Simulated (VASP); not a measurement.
Data:

```
CELL_PARAMETERS angstrom
      0.00000     3.26870     3.26870
      3.26870     0.00000     3.26870
      3.26870     3.26870     0.00000
ATOMIC_POSITIONS crystal
  Na 0.00000 0.00000 0.00000
  I  0.50000 0.50000 0.50000
```

The numbers are results of PBEsol GGA, VASP's PBE PAW potentials (set 64) (plane waves; VASP), not measurements. Settings: 520 eV cut-off, 7×7×7 Γ-centred mesh, Gaussian smearing of 0.050 eV, potentials Na_pv I.

Unless said otherwise, spin-orbit coupling is left out, though it shifts the bands of the heavy elements here.

Q: What does the run give for the energy per atom (σ→0), band gap (on the k-mesh) with the smallest direct gap where there is one?

A: 
| Property | Value |
|---|---|
| band gap (on the k-mesh) | 3.43 eV |
| smallest direct gap (on the k-mesh) | 3.43 eV |
| energy per atom (σ→0) | -2.829 eV/atom |

Only differences to runs with the same potentials and settings are physical.

The compound is NaI in the rock salt structure. This cell is one point of a volume scan, at 1.06 of the reference volume.
